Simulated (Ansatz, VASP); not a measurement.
# Ti3InC in two plane-wave programs, part 2 of 2

Aim: how closely do two programs agree when they are given the same cell, functional and k mesh? The cell is taken from a series of runs on this material, whose earlier steps may have relaxed, scaled, displaced or heated it; both programs get it as it stands.

VASP 6.6.1 and Ansatz 0.2.0.

So far. Step 5 (Ansatz: single point, PBEsol, pair 2): The run ends at a pressure of 5.19 GPa.

## Step 6: VASP: single point, PBEsol, pair 2

Level of this step: PBEsol; plane waves and PAW (Ti_sv, In_d, C) (VASP).

The same cell, functional, mesh and smearing now go to VASP, with its own data sets.

Input file INCAR:

```
SYSTEM = Ti3InC
PREC = Accurate
ENCUT = 600
EDIFF = 1E-06
NELM = 120
ISMEAR = 1
SIGMA = 0.2
LREAL = .FALSE.
ALGO = Normal
GGA = PS
NBANDS = 32
LASPH = .TRUE.
LORBIT = 11
LWAVE = .FALSE.
LCHARG = .FALSE.
ISIF = 2
GGA_COMPAT = .FALSE.
KPAR = 2
```

Input file POSCAR:

```
Ti3InC
1.0
    4.1559983269      0.0000000000      0.0000000000
    0.0000000000      4.1559983269      0.0000000000
    0.0000000000      0.0000000000      4.1559983269
Ti In C
3 1 1
Direct
    0.5000000000      0.5000000000      0.0000000000
    0.5000000000      0.0000000000      0.5000000000
    0.0000000000      0.5000000000      0.5000000000
    0.0000000000      0.0000000000      0.0000000000
    0.5000000000      0.5000000000      0.5000000000
```

Input file KPOINTS:

```
Automatic mesh
0
Gamma
8 8 8
0 0 0
```

PAW data sets: Ti_sv, In_d and C (PBE family, release 64).

On the command line:

```bash
> mpirun -np 2 vasp_std
```

Numbers of over 12 decimals in the logs are rounded to 6 here.

The program printed:

```text
[banner, memory and clock lines left out]
running    2 mpi-ranks, on    1 nodes
[...]
[... a notice as in an earlier step ...]

 LDA part: xc-table for (Slater+PW92), standard interpolation
 POSCAR, INCAR and KPOINTS ok, starting setup
[...]
entering main loop
       N       E                     dE             d eps       ncg     rms          rms(c)
DAV:   1     0.678183298640E+03    0.67818E+03   -0.28599E+04  2248   0.239E+03
DAV:   2     0.432761535419E+02   -0.63491E+03   -0.62694E+03  2240   0.636E+02
DAV:   3    -0.408600124858E+02   -0.84136E+02   -0.83152E+02  3520   0.207E+02
DAV:   4    -0.496990091754E+02   -0.88390E+01   -0.87880E+01  3584   0.586E+01
[...]
DAV:  13    -0.407185412912E+02    0.27090E-05   -0.21284E-05  3016   0.306E-02    0.117E-02
DAV:  14    -0.407185378891E+02    0.34021E-05   -0.31602E-05  3048   0.360E-02    0.735E-03
DAV:  15    -0.407185374489E+02    0.44012E-06   -0.32950E-06  2456   0.116E-02
   1 F= -.40718537E+02 E0= -.40717797E+02  d E =-.222208E-02
```

OUTCAR, selected parts (step 6):

```text
  Total        2.3710357      2.3710357      2.3710357      0.0000000     -0.0000000     -0.0000000
  in kB       52.9203355     52.9203355     52.9203355      0.0000000     -0.0000000     -0.0000000
  external PRESSURE =      52.9203355 kB  Pullay stress =       0.0000000 kB

 POSITION                                       TOTAL-FORCE (eV/Angst)
 -----------------------------------------------------------------------------------
      2.07800      2.07800      0.00000         0.000000      0.000000      0.000000
      2.07800      0.00000      2.07800         0.000000      0.000000      0.000000
      0.00000      2.07800      2.07800         0.000000      0.000000      0.000000
      0.00000      0.00000      0.00000         0.000000      0.000000      0.000000
      2.07800      2.07800      2.07800         0.000000      0.000000      0.000000
 -----------------------------------------------------------------------------------
    total drift:                                0.000000      0.000000      0.000000

  FREE ENERGIE OF THE ION-ELECTRON SYSTEM (eV)
  ---------------------------------------------------
  free  energy   TOTEN  =       -40.7185374489 eV

  energy  without entropy=      -40.7163153645  energy(sigma->0) =      -40.71779675

[... 3 further parts left out ...]
[key lines of the parts left out:]
E-fermi :   9.8447
```

The run ends at a pressure of 5.29 GPa.

## Step 7: Side by side

The two programs side by side:

```
      quantity  Ansatz  VASP  difference
pressure (GPa)    5.19  5.29       -0.10
```

## Step 8: VASP: single point, PBEsol, pair 3

With cell and atoms fixed, the geometry can't cause a difference; cores, projectors, grids and the points listed under the comparison can. The cell compared in this pair holds 76.22 Å³, against 71.78 Å³ for the pair before.

INCAR is that of step 6.

Changes to POSCAR since step 6:

```diff
@@ -2,5 +2,5 @@
 1.0
-    4.1559983269      0.0000000000      0.0000000000
-    0.0000000000      4.1559983269      0.0000000000
-    0.0000000000      0.0000000000      4.1559983269
+    4.2399805158      0.0000000000      0.0000000000
+    0.0000000000      4.2399805158      0.0000000000
+    0.0000000000      0.0000000000      4.2399805158
 Ti In C
```

KPOINTS is that of step 6.

On the command line:

```bash
> mpirun -np 2 vasp_std
```

The program printed:

```text
[... set-up lines as in an earlier step ...]
 entering main loop
       N       E                     dE             d eps       ncg     rms          rms(c)
DAV:   1     0.680292439390E+03    0.68029E+03   -0.28735E+04  2240   0.235E+03
DAV:   2     0.457253424028E+02   -0.63457E+03   -0.62642E+03  2256   0.635E+02
DAV:   3    -0.403538055591E+02   -0.86079E+02   -0.85001E+02  3512   0.207E+02
DAV:   4    -0.497040805809E+02   -0.93503E+01   -0.92716E+01  3592   0.598E+01
[...]
DAV:  13    -0.407281756129E+02    0.56623E-05   -0.27529E-05  3056   0.308E-02    0.101E-02
DAV:  14    -0.407281737422E+02    0.18707E-05   -0.26814E-05  3040   0.322E-02    0.653E-03
DAV:  15    -0.407281731889E+02    0.55328E-06   -0.30002E-06  2384   0.109E-02
   1 F= -.40728173E+02 E0= -.40727673E+02  d E =-.149946E-02
```

OUTCAR, selected parts (step 8):

```text
  Total       -2.0470394     -2.0470394     -2.0470394      0.0000000      0.0000000     -0.0000000
  in kB      -43.0274094    -43.0274094    -43.0274094      0.0000000      0.0000000     -0.0000000
  external PRESSURE =     -43.0274094 kB  Pullay stress =       0.0000000 kB

 POSITION                                       TOTAL-FORCE (eV/Angst)
 -----------------------------------------------------------------------------------
      2.11999      2.11999      0.00000         0.000000      0.000000      0.000000
      2.11999      0.00000      2.11999         0.000000      0.000000      0.000000
      0.00000      2.11999      2.11999         0.000000      0.000000      0.000000
      0.00000      0.00000      0.00000         0.000000      0.000000      0.000000
      2.11999      2.11999      2.11999         0.000000      0.000000      0.000000
 -----------------------------------------------------------------------------------
    total drift:                                0.000000      0.000000      0.000000

  FREE ENERGIE OF THE ION-ELECTRON SYSTEM (eV)
  ---------------------------------------------------
  free  energy   TOTEN  =       -40.7281731889 eV

  energy  without entropy=      -40.7266737332  energy(sigma->0) =      -40.72767337

[... 1 part as in an earlier step ...]

[... 2 further parts left out ...]
[key lines of the parts left out:]
E-fermi :   9.1435
```

The run ends at a pressure of -4.30 GPa.

## Step 9: Ansatz: single point, PBEsol, pair 3

The same cell, functional, mesh and smearing now go to Ansatz, which takes its cutoff from its data sets.

The cell is taken from a series of runs on this material, whose earlier steps may have relaxed, scaled, displaced or heated it; both programs get it as it stands.

Input file input.yaml:

```yaml
crystal:
  lattice:
    - [4.2399805158, 0.0, 0.0]
    - [0.0, 4.2399805158, 0.0]
    - [0.0, 0.0, 4.2399805158]
  atoms:
    - { symbol: Ti, position: [0.5, 0.5, 0.0] }
    - { symbol: Ti, position: [0.5, 0.0, 0.5] }
    - { symbol: Ti, position: [0.0, 0.5, 0.5] }
    - { symbol: In, position: [0.0, 0.0, 0.0] }
    - { symbol: C, position: [0.5, 0.5, 0.5] }
kpoints:
  mp_grid: { grid: [8, 8, 8] }
hamiltonian:
  xc: pbesol
  pseudopotentials: { kind: paw, azcp: { folder: soft_1 }, xc_functional: pbe }
scf:
  occupations: { method: methfessel_paxton, width: 0.2 }
output:
  forces: true
  stress: true
  eigenvalues: true
```

On the command line:

```bash
> ansatz run input.yaml --threads 4 --pin off --max-ram 10240MiB --backend cpu --events-out ev --progress --plain --runs-dir out
```

The program printed:

```text
[...]
Crystal: 5 atoms, lattice volume = 76.224 Å³
Basis set: ecut = 420 eV, 1503 PW (Γ), exchange–correlation on 60×60×60 points (8 copies of the dense FFT grid, shifted against one another)
Bands: 32, of which v1, the nominal top of the filled ones, is band 27 counted from 1 (26 counted from 0)
Symmetry: 48 space group operations
[...]
k-points: 35 of 512
[...]
k-point 0: bands = [... 23 lower, 12.2840, 12.3896, 12.3896, 12.3896, 15.1316, 15.1316, 15.1316, 15.7212, ... 1 higher]
  k-point 1: bands = [... 23 lower, 12.3893, 12.3893, 12.4018, 12.4240, 14.9215, 14.9961, 14.9961, 15.0640, ... 1 higher]
  k-point 2: bands = [... 23 lower, 12.3185, 12.3185, 12.5141, 12.7311, 14.3340, 14.8953, 14.9388, 14.9388, ... 1 higher]
  k-point 34: bands = [... 23 lower, 12.0427, 12.0427, 14.0229, 14.0229, 14.0229, 14.0708, 14.0708, 14.0708, ... 1 higher]
[key lines of the parts left out:]
SCF converged after 8 iterations
Free energy (F): -13196.967746 eV
Fermi energy:    13.727788 eV
P = ⅓ Tr σ = -4.4299 GPa (-44.299 kbar)
```

The run ends at a pressure of -4.43 GPa.

## Step 10: Side by side

The two programs side by side:

```
      quantity  Ansatz   VASP  difference
pressure (GPa)   -4.43  -4.30       -0.13
```

## Step 11: Summary of results

```
difference in pressure (single point, PBEsol, pair 1) : -0.12 GPa
difference in pressure (single point, PBEsol, pair 2) : -0.10 GPa
difference in pressure (single point, PBEsol, pair 3) : -0.13 GPa
```

In words: The difference in pressure is -0.13 GPa (single point, PBEsol, pair 3), within the 1 GPa picked in this series as the mark of a large difference. How closely two codes agree says nothing of how well the functional describes the real material.

[Lines on the potential files, build, host, timing and source positions are cut from VASP's logs without a mark.]

[Logs are printed without paths, hosts, clocks, repeated set-up lines and the standing remarks that a program may print on its own settings, such as how far it seeks lower states.]

[Hosts, paths, dates, database ids (printed as entryN), source tags and the programs' standing remarks are cut or masked in the printed files.]
